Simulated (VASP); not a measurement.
# Ba2SeO with PBE: from relaxation to properties, part 2 of 5

Wanted: the relaxed cell of Ba2SeO and its properties. The cell is invented: it takes the structure of COD entry 9008673, MgSe (space group 225 there), with some of its atoms replaced by other elements, volume scaled by an estimate. It may not be a known or stable phase. The atoms of the start are displaced at random from the sites of a P4/mmm cell.

VASP 6.6.1; PBE; plane waves and PAW (Ba_sv, Se, O); invented cell.

So far, gap on the k-mesh (eV): step 3 (relaxing cell and atoms (PBE)) 2.08.

### Step 4. Second relaxation

A relaxation keeps the plane waves of the cell it began with, so it is repeated from the new cell, on a basis made for it. The mesh changes with the cell too.

File INCAR:

```
SYSTEM = Ba2SeO
PREC = Accurate
ENCUT = 520
EDIFF = 1E-06
NELM = 100
ISMEAR = 0
SIGMA = 0.05
LREAL = .FALSE.
ALGO = Normal
GGA = PE
NBANDS = 22
LORBIT = 11
LWAVE = .FALSE.
LCHARG = .FALSE.
KPAR = 2
IBRION = 2
NSW = 60
ISIF = 3
EDIFFG = -0.01
```

File POSCAR:

```
Ba2SeO
1.0
    4.7404832200      0.0000000000      0.0000000000
    0.0000000000      4.4389628300      0.0000000000
   -0.0735353900      0.0000000000      6.5383073500
Ba Se O
2 1 1
Direct
    0.4996762360      0.5000000000      0.4370531020
    0.1262429400      0.0000000000      0.9948535090
    0.9963588130      0.0000000000      0.5017322050
    0.3825050120      0.5000000000      0.0670541840
```

File KPOINTS:

```
Automatic mesh
0
Gamma
4 5 3
0 0 0
```

The projector-augmented-wave data sets are Ba_sv, Se and O (PBE family, release 64).

The cell reached was symmetrised within 0.01 Å before this step, which raises the operations from 1 to 2, which the run then keeps.

Launch:

```
$ mpirun -np 2 vasp_std
```

The program printed:

```text
[... set-up lines as in an earlier step ...]
 entering main loop
       N       E                     dE             d eps       ncg     rms          rms(c)
DAV:   1     0.219483044164E+03    0.21948E+03   -0.13626E+04   924   0.124E+03
DAV:   2    -0.681451282485E+01   -0.22630E+03   -0.21486E+03  1252   0.244E+02
DAV:   3    -0.244468575256E+02   -0.17632E+02   -0.17510E+02  1276   0.741E+01
DAV:   4    -0.250072931480E+02   -0.56044E+00   -0.55990E+00  1438   0.118E+01
DAV:   5    -0.250142468885E+02   -0.69537E-02   -0.69520E-02  1160   0.127E+00    0.117E+01
DAV:   6    -0.210287362430E+02    0.39855E+01   -0.22382E+01  1082   0.217E+01    0.744E+00
DAV:   7    -0.207760857583E+02    0.25265E+00   -0.24503E+00  1152   0.897E+00    0.309E+00
DAV:   8    -0.207167128562E+02    0.59373E-01   -0.31404E-01  1158   0.376E+00    0.817E-01
DAV:   9    -0.207341315097E+02   -0.17419E-01   -0.40382E-02  1290   0.118E+00    0.280E-01
DAV:  10    -0.207401739048E+02   -0.60424E-02   -0.79458E-03  1216   0.576E-01    0.178E-01
DAV:  11    -0.207414143872E+02   -0.12405E-02   -0.51480E-03  1232   0.379E-01    0.807E-02
DAV:  12    -0.207416407407E+02   -0.22635E-03   -0.88996E-04  1170   0.201E-01    0.236E-02
DAV:  13    -0.207416564600E+02   -0.15719E-04   -0.14613E-04  1176   0.663E-02    0.171E-02
DAV:  14    -0.207416656120E+02   -0.91521E-05   -0.11935E-04  1134   0.579E-02    0.173E-02
DAV:  15    -0.207416599902E+02    0.56219E-05   -0.30416E-05  1170   0.327E-02    0.273E-03
DAV:  16    -0.207416603106E+02   -0.32044E-06   -0.33615E-06   966   0.874E-03
   1 F= -.20741660E+02 E0= -.20741660E+02  d E =-.207417E+02
 curvature:   0.00 expect dE= 0.000E+00 dE for cont linesearch  0.000E+00
 trial: gam= 0.00000 g(F)=  0.195E-05 g(S)=  0.162E-05 ort = 0.000E+00 (trialstep = 0.100E+01)
 search vector abs. value=  0.357E-05
 reached required accuracy - stopping structural energy minimisation
```

Elapsed: 16 s, on 2 MPI ranks of Intel Xeon 6975P-C (Granite Rapids), shared host; peak memory 0.54 GiB.

From OUTCAR (step 4):

```text
  LATTYP: Found a simple monoclinic cell.
 ALAT       =     4.7404832200
 B/A-ratio  =     0.9363945876
 C/A-ratio  =     1.3793363576
 COS(beta)  =    -0.0112461430

 Subroutine GETGRP returns: Found  2 space group operations
 (whereof  2 operations were pure point group operations)

The static configuration has the point symmetry C_1h.

 Found     21 irreducible k-points:

   k-points           NKPTS =     21   k-points in BZ     NKDIM =     21   number of bands    NBANDS=     22

   dimension x,y,z NGX =    36 NGY =   36 NGZ =   50
   dimension x,y,z NGXF=    72 NGYF=   72 NGZF=  100

   ENCUT  =  520.0 eV  38.22 Ry    6.18 a.u.   8.81  8.25 12.16*2*pi/ulx,y,z

   NELECT =      32.0000    total number of electrons

 E-fermi :   0.9273

 k-point     1 :       0.0000    0.0000    0.0000
  band No.  band energies     occupation
    ...
     12      -0.1209      2.00000
     13      -0.0500      2.00000
     14       0.1328      2.00000
     15       0.3168      2.00000
     16       0.6662      2.00000
     17       2.7501      0.00000
     18       3.1789      0.00000
     19       5.1238      0.00000
     20       5.1267      0.00000
     21       5.3585      0.00000
    ...

 k-point     2 :       0.2500    0.0000    0.0000
  band No.  band energies     occupation
    ...
     12      -0.4530      2.00000
     13      -0.1915      2.00000
     14      -0.0518      2.00000
     15       0.1652      2.00000
     16       0.2150      2.00000
     17       3.6335      0.00000
     18       4.0096      0.00000
     19       4.6005      0.00000
     20       5.1899      0.00000
     21       5.7546      0.00000
    ...

  Total       -0.0059869     -0.0086012      0.0046886      0.0000000      0.0000000      0.0010779
  in kB       -0.0697172     -0.1001614      0.0545992      0.0000000      0.0000000      0.0125521
  external PRESSURE =      -0.0384265 kB  Pullay stress =       0.0000000 kB

  energy-cutoff  :      520.00
  volume of cell :      137.58
      direct lattice vectors                 reciprocal lattice vectors
     4.740483220  0.000000000  0.000000000     0.210948959  0.000000000  0.002372512
     0.000000000  4.438962830  0.000000000     0.000000000  0.225277849  0.000000000
    -0.073535390  0.000000000  6.538307350     0.000000000  0.000000000  0.152944783

 POSITION                                       TOTAL-FORCE (eV/Angst)
 -----------------------------------------------------------------------------------
      2.33657      2.21948      2.85759         0.000092      0.000000     -0.001171
      0.52530      0.00000      6.50466        -0.004281      0.000000     -0.000864
      4.68633      0.00000      3.28048         0.000434      0.000000      0.002372
      1.80833      2.21948      0.43842         0.003754      0.000000     -0.000338
 -----------------------------------------------------------------------------------
    total drift:                                0.000131      0.000000      0.000195

  FREE ENERGIE OF THE ION-ELECTRON SYSTEM (eV)
  ---------------------------------------------------
  free  energy   TOTEN  =       -20.7416603106 eV

  energy  without entropy=      -20.7416603106  energy(sigma->0) =      -20.74166031

 total charge
# of ion       s       p       d       tot
------------------------------------------
    1        2.016   5.601   0.352   7.969
    2        2.009   5.597   0.332   7.938
    3        1.435   2.452   0.004   3.891
    4        1.566   3.351   0.000   4.917
--------------------------------------------------
tot          7.026  17.001   0.687  24.714

[... 1 part as in an earlier step ...]

[... 7 further parts left out ...]
```

CONTCAR:

```
Ba2SeO
   1.00000000000000
     4.7404832199999998    0.0000000000000000    0.0000000000000000
     0.0000000000000000    4.4389628300000004    0.0000000000000000
    -0.0735353900000000    0.0000000000000000    6.5383073500000002
  Ba              Se              O
     2     1     1
Direct
     0.4996762359999991    0.5000000000000000    0.4370531020000001
     0.1262429399999974    0.0000000000000000    0.9948535090000021
     0.9963588130000005    0.0000000000000000    0.5017322050000033
     0.3825050120000029    0.5000000000000000    0.0670541839999999
```

The run keeps the 2 symmetry operations of its start, so it cannot find a distortion of lower symmetry.

Little changed from the start: no atom moved by 0.005 Å and no cell edge by 0.1 %.

Numbers from this step:

```
irreducible k-points            : 21
symmetry operations             : 2
Fermi energy                    : 0.9273 eV
pressure                        : -0.003843 GPa
SCF cycles over all ionic steps : 16
```

It ends with a largest force of 0.004 eV/Å and a pressure of 0.00 GPa. The volume moved by under 0.01 %: the run met its threshold at the first step.

### Step 5. Single point with fields (PBE)

A single point on the relaxed cell gives a clean self-consistent state, with density, ELF and potential written out.

Edit INCAR of step 4 so:

```diff
@@ -13,7 +13,5 @@
 LWAVE = .FALSE.
-LCHARG = .FALSE.
-KPAR = 2
-IBRION = 2
-NSW = 60
-ISIF = 3
-EDIFFG = -0.01
+LCHARG = .TRUE.
+ISIF = 2
+LELF = .TRUE.
+LVHAR = .TRUE.
```

POSCAR is that of step 4.

KPOINTS is that of step 4.

Launch:

```
$ mpirun -np 2 vasp_std
```

The program printed:

```text
[banner, memory and clock lines left out]
running    2 mpi-ranks, on    1 nodes
 distrk:  each k-point on    2 cores,    1 groups
 distr:  one band on    1 cores,    2 groups

 POSCAR found type information on POSCAR BaSeO
 POSCAR found :  3 types and       4 ions
 LDA part: xc-table for (Slater+PW92), standard interpolation
 POSCAR, INCAR and KPOINTS ok, starting setup
 FFT: planning ... GRIDC
 FFT: planning ... GRID_SOFT
 FFT: planning ... GRID
 WAVECAR not read
 entering main loop
       N       E                     dE             d eps       ncg     rms          rms(c)
DAV:   1     0.219483044165E+03    0.21948E+03   -0.13626E+04   924   0.124E+03
[... 1 cycle as in an earlier step ...]
DAV:   3    -0.244468575257E+02   -0.17632E+02   -0.17510E+02  1276   0.741E+01
DAV:   4    -0.250072931482E+02   -0.56044E+00   -0.55990E+00  1438   0.118E+01
DAV:   5    -0.250142468886E+02   -0.69537E-02   -0.69520E-02  1160   0.127E+00    0.117E+01
DAV:   6    -0.210287362431E+02    0.39855E+01   -0.22382E+01  1082   0.217E+01    0.744E+00
[... 3 cycles as in an earlier step ...]
DAV:  10    -0.207401739049E+02   -0.60424E-02   -0.79458E-03  1216   0.576E-01    0.178E-01
[... 1 cycle as in an earlier step ...]
DAV:  12    -0.207416407408E+02   -0.22635E-03   -0.88996E-04  1170   0.201E-01    0.236E-02
[... 1 cycle as in an earlier step ...]
DAV:  14    -0.207416656121E+02   -0.91521E-05   -0.11935E-04  1134   0.579E-02    0.173E-02
[... 1 cycle as in an earlier step ...]
DAV:  16    -0.207416603107E+02   -0.32051E-06   -0.33615E-06   966   0.874E-03
   1 F= -.20741660E+02 E0= -.20741660E+02  d E =-.674953E-15
```

It took 16 s on 2 MPI ranks; peak memory 0.39 GiB.

OUTCAR, selected parts (step 5):

```text
   NELECT =      32.0000    total number of electrons

 E-fermi :   0.9273

  Total       -0.0059869     -0.0086012      0.0046886      0.0000000      0.0000000      0.0010779
  in kB       -0.0697172     -0.1001615      0.0545991      0.0000000      0.0000000      0.0125522
  external PRESSURE =      -0.0384265 kB  Pullay stress =       0.0000000 kB

  FREE ENERGIE OF THE ION-ELECTRON SYSTEM (eV)
  ---------------------------------------------------
  free  energy   TOTEN  =       -20.7416603107 eV

  energy  without entropy=      -20.7416603107  energy(sigma->0) =      -20.74166031

[... 17 parts as in an earlier step ...]

[... 2 further parts left out ...]
```

This step gave:

* SCF cycles: 16

Valence electrons inside each PAW sphere by angular momentum. Sphere charges, by row:

```csv
atom,s (e),p (e),d (e),tot (e)
Ba1,2.016,5.601,0.352,7.969
Ba2,2.009,5.597,0.332,7.938
Se3,1.435,2.452,0.004,3.891
O4,1.566,3.351,0,4.917
```

Valence density in the ac plane at fractional y = 0.000, with atoms of Ba and Se within 0.2 Å of it. It is the smooth field of the valence electrons, not physical close to the nuclei.

Ten even steps from '0' (0.0 e/Å³) to '9' (1.3 e/Å³), each cell a mean:
```
96597300000027
89995200000014
46652100000012
12210000000001
11100000000001
22100000000112
43210000001134
56421000001356
14531000002453
04531000002452
45521000001355
54310000001245
22110000000122
11100000000011
11100000000000
23321000000001
68873100000013
99996200000025
94498300000027
```
Columns run along a (4.7 Å), rows up along c (6.5 Å). Atoms in or near the plane, at fractional coordinates: Ba at (0.13, 0.99), Se at (0.00, 0.50).

Electrostatic potential energy in the ac plane at fractional y = 0.000, with atoms of Ba and Se within 0.2 Å of it. With pseudopotentials it is smooth inside the atoms' cores, unlike the true potential.

Ten even steps from '0' (-41 eV) to '9' (4 eV), each cell a mean:
```
42246789999876
54456899999986
76667899999987
88888999999998
99999999999999
99999999999999
67999999999986
01699999999840
20389999999601
40289999999601
00599999999720
36899999999974
89999999999999
99999999999999
98899999999999
77778999999998
65567899999987
53346789999876
42235789999876
```
Columns run along a (4.7 Å; values clipped at the 3rd and 97th percentile), rows up along c (6.5 Å). Atoms in or near the plane, at fractional coordinates: Ba at (0.13, 0.99), Se at (0.00, 0.50).

ELF in the ac plane at fractional y = 0.000, with atoms of Ba and Se within 0.2 Å of it. It is the smooth field of the valence electrons, not physical close to the nuclei.

Ten even steps from '0' (0.01) to '9' (0.90), each cell a mean:
```
86699830000389
99999720000269
89997400000025
34542000000001
21110000013333
76542100136777
99876300147899
89987400158999
58997400258997
57997300158986
78997300158998
99985200147999
88753100036888
43210000014565
11110000001111
57874100000002
99998400000037
98899720000269
85599830000389
```
Columns run along a (4.7 Å), rows up along c (6.5 Å). Atoms in or near the plane, at fractional coordinates: Ba at (0.13, 0.99), Se at (0.00, 0.50).

In this run the pressure is 0.00 GPa, small enough to go on.

(Part 2 of 5 ends here.)

[Lines on the potential files, build, host, timing and source positions are cut from VASP's logs without a mark.]

[Logs are printed without paths, hosts, clocks, repeated set-up lines and the standing remarks that a program may print on its own settings, such as how far it seeks lower states.]

[Hosts, paths, dates, database ids (printed as entryN), source tags and the programs' standing remarks are cut or masked in the printed files.]

[A measured line is paired with the nearest computed mode of its activity, which favours agreement.]
